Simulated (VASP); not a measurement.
Consider the following.

```
CELL_PARAMETERS angstrom
      0.00000     3.24000     3.24000
      3.24000     0.00000     3.24000
      3.24000     3.24000     0.00000
ATOMIC_POSITIONS crystal
  Cd 0.00000 0.00000 0.00000
  Te 0.25000 0.25000 0.25000
```

Method: PW91 GGA, VASP's PBE PAW potentials (set 64) (plane waves; VASP 6.6.1). Numerical set-up: 400 eV cut-off, 6×6×6 Γ-centred mesh, Gaussian smearing of 0.050 eV, potentials Cd Te.

Unless said otherwise, spin-orbit coupling is left out, though it shifts the bands of the heavy elements here.

Problem. Estimate the energy per atom (σ→0), pressure, band gap (on the k-mesh) with the smallest direct gap where there is one.

Solution. 
```json
{
 "band gap (on the k-mesh)": "0.76 eV",
 "smallest direct gap (on the k-mesh)": "0.76 eV",
 "energy per atom (σ→0)": "-2.410 eV/atom",
 "pressure": "2.40 GPa"
}
```

Only differences to runs with the same potentials and settings are physical.

The compound is CdTe in the zinc blende structure. The cell was not relaxed at this level. The run is one of a series of settings (GGA = 91 against the base run), some of them coarse on purpose.
